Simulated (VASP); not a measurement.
Input for VASP

**INCAR**
```
SYSTEM = AgI
PREC = Accurate
ENCUT = 500
EDIFF = 1E-6
NELM = 100
ALGO = Normal
LREAL = .FALSE.
LASPH = .TRUE.
ISMEAR = 0
SIGMA = 0.05
GGA = PE
LMAXMIX = 4
LWAVE = .FALSE.
LCHARG = .FALSE.
IBRION = 2
ISIF = 3
NSW = 40
EDIFFG = -0.02
PSTRESS = 100
```

**POSCAR**
```
AgI
1.0
  0.0000000000   3.0830629213   3.0830629213
  3.0830629213   0.0000000000   3.0830629213
  3.0830629213   3.0830629213   0.0000000000
Ag I
1 1
Cart
  0.0000000000   0.0000000000   0.0000000000
  1.5415314606   1.5415314606   1.5415314606
```

**KPOINTS**
```
Automatic mesh
0
Gamma
8 8 8
0 0 0
```

POTCAR, in this order: Ag I (PBE.64 set). Program: vasp_std.

**Question.** Write an equivalent input for Quantum ESPRESSO's pw.x.

**Answer.** One equivalent input (not run):
```
&CONTROL
  calculation = 'vc-relax'
  pseudo_dir = './pseudo'
  outdir = './out'
  tprnfor = .true.
  tstress = .true.
  nstep = 40
  forc_conv_thr = 0.00078
/
&SYSTEM
  ibrav = 0
  nat = 2
  ntyp = 2
  ecutwfc = 82
  occupations = 'smearing'
  smearing = 'gaussian'
  degauss = 0.003675
  input_dft = 'pbe'
/
&ELECTRONS
  conv_thr = 7.3e-08
  electron_maxstep = 100
/
&IONS
/
&CELL
  press = 100
/
ATOMIC_SPECIES
  Ag 107.868 Ag.upf
  I 126.904 I.upf
CELL_PARAMETERS angstrom
     0.0000000    3.0830629    3.0830629
     3.0830629    0.0000000    3.0830629
     3.0830629    3.0830629    0.0000000
ATOMIC_POSITIONS crystal
  Ag   0.0000000  0.0000000  0.0000000
  I    0.2500000  0.2500000  0.2500000
K_POINTS automatic
  8 8 8 0 0 0
```
The two are equivalent in intent, not identical: the potentials are each code's own (VASP's PAW set, PseudoDojo norm-conserving files in pw.x), so ENCUT and ecutwfc are chosen apart and not converted; conv_thr bounds pw.x's estimated SCF error, while EDIFF bounds the energy change between steps; forc_conv_thr acts on force components and is met together with etot_conv_thr.

The compound is AgI in the zinc blende structure, whereas wurtzite is the usual form. It was relaxed first under an external pressure of 10 GPa.
